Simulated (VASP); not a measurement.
An input for Quantum ESPRESSO's pw.x (written as the equivalent of a VASP run, and not itself run):

```
&CONTROL
  calculation = 'vc-relax'
  pseudo_dir = './pseudo'
  outdir = './out'
  tprnfor = .true.
  tstress = .true.
  nstep = 60
  forc_conv_thr = 0.00078
/
&SYSTEM
  ibrav = 0
  nat = 4
  ntyp = 1
  ecutwfc = 82
  occupations = 'smearing'
  smearing = 'gaussian'
  degauss = 0.003675
  input_dft = 'pw91'
/
&ELECTRONS
  conv_thr = 7.3e-08
  electron_maxstep = 100
/
&IONS
/
&CELL
/
ATOMIC_SPECIES
  C 12.011 C.upf
CELL_PARAMETERS angstrom
     1.2327413   -2.1351700    0.0000000
     1.2327413    2.1351700    0.0000000
    -0.0000000    0.0000000    7.9307389
ATOMIC_POSITIONS crystal
  C    0.0000000  0.0000000  0.2500000
  C    0.0000000  0.0000000  0.7500000
  C    0.3333330  0.6666670  0.2500000
  C    0.6666670  0.3333330  0.7500000
K_POINTS automatic
  9 9 3 0 0 0
```

Q: Translate this input to VASP (INCAR, KPOINTS, POSCAR, choice of POTCAR).

A: One answer among several that fit: 
INCAR:
```
ALGO = Normal
EDIFF = 1E-6
EDIFFG = -0.02
ENCUT = 520
GGA = 91
IBRION = 2
ISIF = 3
ISMEAR = 0
LASPH = .TRUE.
LCHARG = .FALSE.
LREAL = .FALSE.
LWAVE = .FALSE.
NELM = 100
NSW = 60
PREC = Accurate
SIGMA = 0.05
SYSTEM = C
```

### KPOINTS
```
kpoints
0
Gamma
 9 9 3
0 0 0
```

File POSCAR:
```
C
1.0
  1.2327412542  -2.1351699888   0.0000000000
  1.2327412542   2.1351699888   0.0000000000
  0.0000000000   0.0000000000   7.9307389073
C
4
Cart
  0.0000000000   0.0000000000   1.9826847268
  0.0000000000   0.0000000000   5.9480541805
  1.2327412542   0.7117247530   1.9826847268
  1.2327412542  -0.7117247530   5.9480541805
```

POTCAR, in this order: C (PBE.64 set). Program: vasp_std.

The two are equivalent in intent, not identical: the potentials are each code's own (VASP's PAW set, PseudoDojo norm-conserving files in pw.x), so ENCUT and ecutwfc are chosen apart and not converted; conv_thr bounds pw.x's estimated SCF error, while EDIFF bounds the energy change between steps; forc_conv_thr acts on force components and is met together with etot_conv_thr.

The compound is C in the graphite structure. This run relaxes it. Symmetry was kept, so distortions that lower it aren't found. The k-mesh is coarse (spacing up to 0.33 per Å, 2π included), so the numbers may not be converged in it. The start is the result of an earlier pass.
